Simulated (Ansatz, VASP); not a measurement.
# PtSe2 (PtSe2 monolayer (from P-3m1)): VASP beside Ansatz

One calculation is typed for both programs; each brings its own data sets. How far apart do they land? The structure shown is the start of the Ansatz relaxation below; VASP solves that cell, so the two are compared at the walk's first step.

Main program and level: Ansatz 0.2.0; plane waves, with VASP 6.6.1 beside it; single point at PBEsol with D3(BJ).

**1. Starting point**

The cell holds 3 atoms: 1 Pt and 2 Se. Cell: a = 3.724 Å, b = 3.724 Å, c = 28.862 Å, α = 90.0°, β = 90.0°, γ = 120.0°. Vacuum lies along c. The height across the vacuum is the one that the program set for its solve, not the one typed.

**2. Ansatz: relaxation, PBEsol with D3(BJ)**

Ansatz runs on its PAW soft_1 files.

The two programs are compared at the cell with which this relaxation starts, whose forces are those of its first step.

Input file input.yaml:

```yaml
crystal:
  lattice:
    - [3.724, 0.0, 0.0]
    - [-1.862, 3.225079, 0.0]
    - [0.0, 0.0, 26.531]
  atoms:
    - { symbol: Pt, position: [0.3333333, 0.6666667, 0.5] }
    - { symbol: Se, position: [0.0, 0.0, 0.5476989] }
    - { symbol: Se, position: [0.6666667, 0.3333333, 0.4523011] }
  periodic: [true, true, false]
basis:
  ecutwfc: 420
  xc_grid: 2
hamiltonian:
  xc: pbesol
  dispersion: d3bj
  pseudopotentials: { kind: paw, azcp: { folder: soft_1 }, xc_functional: pbe }
kpoints:
  mp_grid: { grid: [10, 10, 1] }
scf:
  occupations: { method: fermi_dirac, width: 0.02 }
  max_iter: 80
relax:
  f_tol: 0.005
  max_steps: 60
  cell: {}
output:
  forces: true
checkpoint:
  write: "../cell.run"
  compress: false
  write_wavefunctions: false
  write_every: 100000
```

Started as:

```sh
> ansatz run input.yaml --threads 32 --pin off --max-ram 84787MiB --backend cuda --events-out ev --progress --plain --runs-dir out --max-vram 78GiB
```

The program printed:

```text
Warning: crystal.periodic: the lattice vector that does not repeat stood 0.000° off the slab's normal, 26.531 Å along it as the deck builds it. The run solves the slab on a vector along the normal, 28 [...]
crystal.periodic: the lattice vector that does not repeat stood 0.000° off the slab's normal, 26.531 Å along it as the deck builds it. The run solves the slab on a vector along the normal, 28.862 Å lo [...]
Engine: ansatz 0.2.0, aarch64-unknown-linux-gnu
[...]
Pseudopotential: Pt, paw, valence charge 18, recommended cutoff 420 eV (normal), soft_1/Pt.paw.azcp
Pseudopotential: Se, paw, valence charge 16, recommended cutoff 420 eV (normal), soft_1/Se.paw.azcp
Functional definition: PBEsol
[...]
Crystal: 3 atoms, lattice volume = 346.638 Å³
Basis set: ecut = 420 eV, 6817 PW (Γ), exchange–correlation on 50×50×400 points (8 copies of the dense FFT grid, shifted against one another)
Bands: 30, of which v1, the nominal top of the filled ones, is band 25 counted from 1 (24 counted from 0)
[...]
Space group: P-3m1 (ITA 164), of the structure as read, at distance tolerance 7.0e-5 Å
k-points: 14 of 100
[...]
basis re-selected at this cell: Δ(F+E_penalty+E_count) = +4.993e-4 eV, ΔP = +0.001 N/m vs the last step (what re-selecting the basis moved, of the pressure what is left beyond the Pulay correction tha [...]
SCF converged after 7 iterations
Free energy (F): -23235.628289 eV
[...]
Fermi energy:    -4.946645 eV
--- Per-component energies (eV) ---
[...]
--- Forces (eV/Å), atoms counted from 1 ---
[...]
--- 2D stress c σ (N/m, compression-positive) ---
[...]
P = ½ c Tr σ = -0.0042 N/m
--- Band table (eV; the first three rows and the last of 14) ---
[...]
--- Relaxed structure (4 steps of the walk, 4 accepted, 1 SCFs on fresh bases) ---
[...]
```

**3. VASP: single point, PBEsol with D3(BJ), start cell**

The same cell, functional, mesh and smearing now go to VASP, with its own data sets.

Lines of VASP's logs that name or quote its potential files are left out, and so is its time.

Input file INCAR:

```
SYSTEM = PtSe2
PREC = Accurate
ENCUT = 400
EDIFF = 1E-06
NELM = 120
ISMEAR = -1
SIGMA = 0.02
LREAL = .FALSE.
ALGO = Normal
GGA = PS
IVDW = 12
NBANDS = 17
LASPH = .TRUE.
LORBIT = 11
LWAVE = .FALSE.
LCHARG = .FALSE.
ISIF = 2
LDIPOL = .TRUE.
IDIPOL = 3
DIPOL = 0.5 0.5 0.46
LVHAR = .TRUE.
GGA_COMPAT = .FALSE.
EFERMI = MIDGAP
NELMDL = -8
```

Input file POSCAR:

```
PtSe2
1.0
    3.7240000000      0.0000000000      0.0000000000
   -1.8620000000      3.2250790000      0.0000000000
    0.0000000000      0.0000000000     28.8619980000
Pt Se
1 2
Direct
    0.3333333850      0.6666667700      0.4596182149
    0.0000000000      0.0000000000      0.5034647982
    0.6666666150      0.3333332300      0.4157716316
```

Input file KPOINTS:

```
Automatic mesh
0
Gamma
10 10 1
0 0 0
```

PAW data sets: Pt and Se (PBE family, release 64).

Started as:

```sh
> mpirun -np 1 vasp_std
```

The program printed:

```text
[banner, memory and clock lines left out]
running    1 mpi-ranks, on    1 nodes
 distrk:  each k-point on    1 cores,    1 groups
 distr:  one band on    1 cores,    1 groups

 POSCAR found type information on POSCAR PtSe
 POSCAR found :  2 types and       3 ions
|                                                                             |
|               ----> ADVICE to this user running VASP <----                  |
|                                                                             |
|     You enforced a specific xc type in the INCAR file but a different       |
|     [... a line on the potential file left out ...]
|     I HOPE YOU KNOW WHAT YOU ARE DOING!                                     |
|                                                                             |

 LDA part: xc-table for (Slater+PW92), standard interpolation
 POSCAR, INCAR and KPOINTS ok, starting setup
 FFT: planning ... GRIDC
 FFT: planning ... GRID_SOFT
 FFT: planning ... GRID
 WAVECAR not read
 entering main loop
       N       E                     dE             d eps       ncg     rms          rms(c)
DAV:   1     0.165236159142E+03    0.16524E+03   -0.59862E+03   476   0.739E+02
DAV:   2     0.155724629394E+01   -0.16368E+03   -0.15490E+03   786   0.150E+02
DAV:   3    -0.164185622288E+02   -0.17976E+02   -0.17656E+02   588   0.652E+01
DAV:   4    -0.167029411126E+02   -0.28438E+00   -0.28388E+00   646   0.955E+00
DAV:   5    -0.167078153321E+02   -0.48742E-02   -0.48730E-02   659   0.118E+00
DAV:   6    -0.167079792827E+02   -0.16395E-03   -0.16395E-03   693   0.191E-01
DAV:   7    -0.167079831395E+02   -0.38568E-05   -0.38567E-05   695   0.266E-02
DAV:   8    -0.167079832100E+02   -0.70455E-07   -0.70451E-07   598   0.286E-03    0.132E+01
DAV:   9    -0.159908367602E+02    0.71715E+00   -0.51047E+00   541   0.203E+01    0.698E+00
DAV:  10    -0.158441973075E+02    0.14664E+00   -0.15008E+00   547   0.117E+01    0.322E+00
DAV:  11    -0.157768234372E+02    0.67374E-01   -0.13241E-01   615   0.360E+00    0.695E-01
DAV:  12    -0.157739728830E+02    0.28506E-02   -0.28501E-02   646   0.132E+00    0.209E-01
DAV:  13    -0.157740727998E+02   -0.99917E-04   -0.11378E-03   595   0.226E-01    0.210E-01
DAV:  14    -0.157741133519E+02   -0.40552E-04   -0.27072E-05   649   0.430E-02    0.208E-01
[...]
DAV:  21    -0.157742227789E+02   -0.88442E-05   -0.43270E-06   568   0.127E-02    0.425E-02
DAV:  22    -0.157742335452E+02   -0.10766E-04   -0.17994E-05   543   0.212E-02    0.791E-03
DAV:  23    -0.157742409294E+02   -0.73841E-05   -0.11618E-06   506   0.571E-03    0.102E-03
DAV:  24    -0.157742518328E+02   -0.10903E-04   -0.15588E-06   473   0.596E-03    0.727E-03
DAV:  25    -0.157742545733E+02   -0.27405E-05   -0.43145E-07   504   0.339E-03    0.277E-03
DAV:  26    -0.157742564492E+02   -0.18759E-05   -0.41325E-07   529   0.311E-03    0.165E-03
DAV:  27    -0.157742581742E+02   -0.17249E-05   -0.49692E-08   504   0.137E-03    0.168E-03
DAV:  28    -0.157742585609E+02   -0.38674E-06   -0.66314E-09   530   0.392E-04
   1 F= -.16467189E+02 E0= -.16467189E+02  d E =-.972600E-17
```

From OUTCAR (step 3):

```text
ion  position               nearest neighbor table
   1  0.333  0.667  0.460-   3 2.49   2 2.49   2 2.49   3 2.49   3 2.49   2 2.49
   2  0.000  0.000  0.503-   1 2.49   1 2.49   1 2.49
   3  0.667  0.333  0.416-   1 2.49   1 2.49   1 2.49

  LATTYP: Found a hexagonal cell.
 ALAT       =     3.7240000000
 C/A-ratio  =     7.7502679914

 Subroutine GETGRP returns: Found 12 space group operations
 (whereof  6 operations were pure point group operations)

The static configuration has the point symmetry C_3v.
 The point group associated with its full space group is D_3d.

 Found     14 irreducible k-points:

   k-points           NKPTS =     14   k-points in BZ     NKDIM =     14   number of bands    NBANDS=     17

   dimension x,y,z NGX =    24 NGY =   24 NGZ =  192
   dimension x,y,z NGXF=    48 NGYF=   48 NGZF=  384

   ENCUT  =  400.0 eV  29.40 Ry    5.42 a.u.   6.07  6.07 47.07*2*pi/ulx,y,z

   NELECT =      22.0000    total number of electrons

 k-points in reciprocal lattice and weights: Automatic mesh
   0.00000000  0.00000000  0.00000000       0.010
   0.10000000  0.00000000  0.00000000       0.060
   0.20000000  0.00000000  0.00000000       0.060
   0.30000000 -0.00000000  0.00000000       0.060
   0.40000000 -0.00000000  0.00000000       0.060
   0.50000000 -0.00000000  0.00000000       0.030
   0.10000000  0.10000000  0.00000000       0.060
   0.20000000  0.10000000  0.00000000       0.120
   0.30000000  0.10000000  0.00000000       0.120
[...]
0.40000000  0.20000000  0.00000000       0.060
   0.30000000  0.30000000  0.00000000       0.060

 dipolmoment           0.000000      0.000000      0.000004 electrons x Angstroem

 average (electrostatic) potential at core
       1 -77.7393       2 -61.6934       3 -61.6934

 E-fermi :  -3.0886

 k-point     1 :       0.0000    0.0000    0.0000
  band No.  band energies     occupation
    ...
      7      -6.7783      2.00000
      8      -4.9676      2.00000
      9      -4.3800      2.00000
     10      -3.8702      2.00000
     11      -3.8702      2.00000
     12      -0.7131      0.00000
     13      -0.7131      0.00000
     14       0.8387      0.00000
     15       1.3837      0.00000
     16       1.7878      0.00000
    ...

 k-point     2 :       0.1000    0.0000    0.0000
  band No.  band energies     occupation
    ...
      7      -6.8590      2.00000
      8      -5.3622      2.00000
      9      -4.1821      2.00000
     10      -3.8961      2.00000
     11      -3.8746      2.00000
     12      -1.4220      0.00000
     13      -0.8823      0.00000
     14       1.2090      0.00000
     15       1.6700      0.00000
     16       2.0916      0.00000
    ...

 k-point     3 :       0.2000    0.0000    0.0000
  band No.  band energies     occupation
    ...
      7      -7.0004      2.00000
      8      -5.9215      2.00000
      9      -4.1242      2.00000
     10      -4.0476      2.00000
     11      -3.8614      2.00000
     12      -2.3531      0.00000
     13      -1.1120      0.00000
     14       1.8729      0.00000
     15       2.0594      0.00000
     16       2.2268      0.00000
    ...

 Edisp (eV)   -0.69293

  Total      -0.72605    -0.72605     0.40275     0.00000     0.00000     0.00000
  in kB      -3.35581    -3.35582     1.86153     0.00000     0.00000     0.00000
  external pressure =       -1.62 kB  Pullay stress =        0.00 kB

  energy-cutoff  :      400.00
  volume of cell :      346.64
      direct lattice vectors                 reciprocal lattice vectors
     3.724000000  0.000000000  0.000000000     0.268528464  0.155034962  0.000000000
    -1.862000000  3.225079000  0.000000000     0.000000000  0.310069924  0.000000000
     0.000000000  0.000000000 28.861998000     0.000000000  0.000000000  0.034647636

 POSITION                                       TOTAL-FORCE (eV/Angst)
 -----------------------------------------------------------------------------------
      0.00000      2.15005     13.26550        -0.000000      0.000000     -0.000000
      0.00000      0.00000     14.53100         0.000000     -0.000000      0.171165
      1.86200      1.07503     12.00000        -0.000000      0.000000     -0.171165
 -----------------------------------------------------------------------------------
    total drift:                               -0.000000      0.000026      0.000118

  FREE ENERGIE OF THE ION-ELECTRON SYSTEM (eV)
  ---------------------------------------------------
  free  energy   TOTEN  =       -16.4671894670 eV

  energy  without entropy=      -16.4671894670  energy(sigma->0) =      -16.46718947

 vacuum level on the upper side and lower side of the slab         1.944         1.944

 total charge
# of ion       s       p       d       tot
------------------------------------------
    1        0.686   0.732   8.018   9.436
    2        1.477   2.252   0.062   3.791
    3        1.477   2.252   0.062   3.791
--------------------------------------------------
tot          3.640   5.237   8.142  17.019

[... 3 further parts left out ...]
```

The gap is read on the k-mesh alone, so it is an upper bound where the band edges lie off the mesh. The PAW data sets were made with PBE, which is usual practice but a small mismatch for other functionals.

**4. Comparison**

Known differences besides the potentials themselves: Ansatz cuts the interaction across the vacuum, VASP repeats the sheet with a dipole correction; the data sets hold 50 valence electrons in Ansatz (on its PAW soft_1 files) and 22 in VASP; the cutoff is 420 eV in Ansatz and 400 eV in VASP; Ansatz makes its cores anew for this functional, VASP keeps those of its PBE data sets. Total energies have different zeros and are not compared.

Forces (eV/Å; atoms numbered as in POSCAR):

| atom | Ansatz x, y, z | VASP x, y, z |
| --- | --- | --- |
| Pt1 | 0.000, 0.000, 0.000 | 0.000, 0.000, 0.000 |
| Se2 | 0.000, 0.000, 0.158 | 0.000, 0.000, 0.171 |
| Se3 | 0.000, 0.000, -0.158 | 0.000, 0.000, -0.171 |

The forces differ by 6.2 meV/Å r.m.s., which is 7.7 % of the r.m.s. force of 0.081 eV/Å (both taken over all components). With vacuum in the cell, a pressure given here is an average over mostly empty space and none of the material.

**5. Outcome**

```
r.m.s. force difference (single point, PBEsol with D3(BJ), start cell) : 6.2 meV/Å
```

In words: The r.m.s. force difference is 6.2 meV/Å (single point, PBEsol with D3(BJ), start cell), within the 12 meV/Å picked in this series as the mark of a large difference. The data sets hold unlike numbers of valence electrons (50 in Ansatz and 22 in VASP), so part of the differences comes from the potentials. 1 further run of this series is not shown here. How closely two codes agree says nothing of how well the functional describes the real material.

[Lines on the potential files, build, host, timing and source positions are cut from VASP's logs without a mark.]

[Logs are printed without paths, hosts, clocks, repeated set-up lines and the standing remarks that a program may print on its own settings, such as how far it seeks lower states.]

[Hosts, paths, dates, database ids (printed as entryN), source tags and the programs' standing remarks are cut or masked in the printed files.]
